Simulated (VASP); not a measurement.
Here is a VASP 6.6.1 calculation.

Contents of INCAR:

```
PREC     = Accurate       # precision mode
ENCUT    = 600            # plane-wave cutoff, eV
EDIFF    = 1E-7           # SCF threshold, eV
ISMEAR   = -1             # smearing method
SIGMA    = 0.05           # smearing width, eV
LREAL    = False          # projectors in reciprocal space
LASPH    = True           # aspherical terms in the spheres
NELM     = 80             # most SCF steps
ALGO     = Normal         # electronic algorithm
ISIF     = 3              # what is computed and relaxed
LWAVE    = False          # write WAVECAR
LCHARG   = False          # write CHGCAR
GGA      = RE             # functional
IBRION   = 2              # ionic algorithm
NSW      = 60             # ionic steps
EDIFFG   = -0.01          # ionic threshold
KPAR     = 4
```

The input KPOINTS:

```
regular mesh
0
Gamma
  5 5 4
```

The input POSCAR:

```
Ta3AsAu2O13
1.0
    5.7238600000      0.0000000000      0.0000000000
    1.2946400000      6.2566800000      0.0000000000
    0.2681600000      1.3098200000      8.3663700000
Ta As Au O
3 1 2 13
Direct
    0.2171300000      0.3052100000      0.5843100000
    0.0332500000      0.1112300000      0.9985500000
    0.5824800000      0.6214500000      0.5048200000
    0.5870700000      0.8969100000      0.8304900000
    0.5800400000      0.0922800000      0.1861300000
    0.0448500000      0.8207700000      0.4468200000
    0.6620100000      0.6972600000      0.7108800000
    0.5163200000      0.1341800000      0.6962500000
    0.8509800000      0.8877300000      0.9193200000
    0.3446600000      0.8700300000      0.9465100000
    0.7301500000      0.2924000000      0.0309500000
    0.2462200000      0.2180900000      0.1107500000
    0.1290000000      0.0939800000      0.4910400000
    0.4803200000      0.3888700000      0.4349900000
    0.0596600000      0.2668500000      0.7859400000
    0.9333000000      0.5324000000      0.4564500000
    0.4997500000      0.8516100000      0.3497100000
    0.2525600000      0.6298800000      0.6247300000
    0.9187800000      0.9517500000      0.2263600000
```

Potentials or basis: VASP PAW PBE potentials, release 64 (Ta_pv, As, Au, O).

Run with:

```console
$ cat potpaw_PBE.64/Ta_pv/POTCAR potpaw_PBE.64/As/POTCAR potpaw_PBE.64/Au/POTCAR potpaw_PBE.64/O/POTCAR > POTCAR
$ mpirun -np 4 vasp_std > vasp.out
```

Problem. What does it give for the relaxed cell?

Solution. a = 5.765 Å, b = 6.445 Å, c = 8.572 Å, α = 80.45°, β = 88.48°, γ = 78.76°.

Problem. Estimate the band gap on the k mesh.

Solution. 1.20 eV, indirect (least direct gap 1.26 eV).

Problem. Estimate the space group after relaxing (to 0.05 Å).

Solution. P1 (No. 1).

Forces in eV/Å, atoms in the order of the input:
```
Ta   0.004 -0.002 -0.003
Ta  -0.008  0.001  0.004
Ta  -0.005  0.005 -0.002
As   0.006  0.003  0.004
Au  -0.003 -0.003 -0.004
Au  -0.004  0.006 -0.007
O    0.002  0.001 -0.001
O   -0.002  0.003  0.005
O   -0.007 -0.003  0.002
O    0.002 -0.003 -0.006
O    0.003 -0.001 -0.005
O    0.006 -0.001 -0.003
O    0.000 -0.009  0.000
O   -0.002  0.004  0.000
O   -0.003 -0.002  0.002
O    0.008  0.000  0.003
O    0.002  0.004  0.004
O   -0.002 -0.002  0.002
O    0.004  0.001  0.006
```

Caveat: the PAW data sets were made with another functional, which shifts forces and pressure a little; spin-orbit coupling is left out, which moves the levels of the heavy elements; an odd mesh through Γ misses points on the zone boundary, where band edges often lie. A hybrid or GW would open this gap; revPBE tends to underestimate it.
